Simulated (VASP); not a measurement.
A convergence study with VASP on TiO2 (rutile): a few settings are varied, all else stays as given below, so the limit is that of these other settings. The cell's lengths are 1 % over those of the tabulated start and one atom is moved, so it is off equilibrium.

```
TiO2
1.0
    4.63590     0.00000     0.00000
    0.00000     4.63590     0.00000
    0.00000     0.00000     2.98960
Ti O
2 4
Direct
  0.00000   0.00000   0.00000
  0.50000   0.50000   0.50000
  0.30500   0.30500   0.00000
  0.80500   0.19500   0.50000
  0.19500   0.80500   0.50000
  0.70807   0.69500   0.00000
```

Method: PBEsol GGA, VASP's PBE PAW potentials (set 64) (plane waves; VASP). The last row used: 900 eV cut-off, 4×4×6 Γ-centred mesh, Gaussian smearing of 0.050 eV, potentials Ti_sv O_h.

Gaps are read on the run's mesh, which can miss a band edge. Energies of different potentials or hybrids have different zeros.

```
setting                        E (eV/atom)  pressure (GPa)  largest force (eV/Å)  gap on the mesh (eV)  plane waves
-----------------------------  -----------  --------------  --------------------  --------------------  -----------
ENCUT = 300, POTCAR Ti_sv O        -9.4264          -55.90                 0.824                 1.656          784
ENCUT = 400, POTCAR Ti_sv O        -9.3450          -14.82                 0.769                 1.677         1181
ENCUT = 520, POTCAR Ti_sv O        -9.3371           -8.15                 0.771                 1.671         1751
ENCUT = 700, POTCAR Ti_sv O        -9.3400           -8.38                 0.770                 1.672         2724
ENCUT = 900, POTCAR Ti_sv O        -9.3405           -8.00                 0.770                 1.673         4011
ENCUT = 300, POTCAR Ti O           -9.2863          -53.01                 0.797                 1.528          784
ENCUT = 400, POTCAR Ti O           -9.2170          -12.34                 0.767                 1.546         1181
ENCUT = 520, POTCAR Ti O           -9.2057           -6.08                 0.765                 1.541         1751
ENCUT = 700, POTCAR Ti O           -9.2089           -6.33                 0.767                 1.542         2724
ENCUT = 900, POTCAR Ti O           -9.2093           -5.98                 0.767                 1.542         4011
ENCUT = 300, POTCAR Ti_pv O        -9.3925          -54.75                 0.799                 1.636          784
ENCUT = 400, POTCAR Ti_pv O        -9.3140          -13.87                 0.758                 1.653         1181
ENCUT = 700, POTCAR Ti_pv O              …           -7.83                 0.758                     …         2724
ENCUT = 900, POTCAR Ti_pv O              …               …                 0.758                     …         4011
ENCUT = 300, POTCAR Ti_sv O_s      -9.3313           -9.59                 0.767                 1.667          784
ENCUT = 400, POTCAR Ti_sv O_s      -9.3306           -8.28                 0.767                 1.664         1181
ENCUT = 520, POTCAR Ti_sv O_s      -9.3340           -8.02                 0.766                 1.665         1751
ENCUT = 700, POTCAR Ti_sv O_s      -9.3343           -7.83                 0.766                 1.664         2724
ENCUT = 900, POTCAR Ti_sv O_s      -9.3347           -7.79                 0.766                 1.665         4011
ENCUT = 300, POTCAR Ti_sv O_h      -8.3453         -260.14                 0.755                 1.127          784
ENCUT = 400, POTCAR Ti_sv O_h      -8.6626         -171.71                 0.595                 1.582         1181
ENCUT = 520, POTCAR Ti_sv O_h      -9.1482          -79.32                 0.776                 1.613         1751
ENCUT = 700, POTCAR Ti_sv O_h      -9.3246          -21.09                 0.769                 1.666         2724
ENCUT = 900, POTCAR Ti_sv O_h      -9.3421           -8.70                 0.771                 1.678         4011
```

**Question.** Fill in the missing entries.

**Answer.** 
- ENCUT = 700, POTCAR Ti_pv O, E (eV/atom): -9.3062
- ENCUT = 700, POTCAR Ti_pv O, gap on the mesh (eV): 1.648
- ENCUT = 900, POTCAR Ti_pv O, E (eV/atom): -9.3066
- ENCUT = 900, POTCAR Ti_pv O, pressure (GPa): -7.51
- ENCUT = 900, POTCAR Ti_pv O, gap on the mesh (eV): 1.649

Left out are rungs that failed or repeat a setting and relaxations that didn't move; long series are thinned to 24 rows.

The compound is TiO2 in the rutile structure. The cell was not relaxed at this level, it is distorted from the ideal structure.
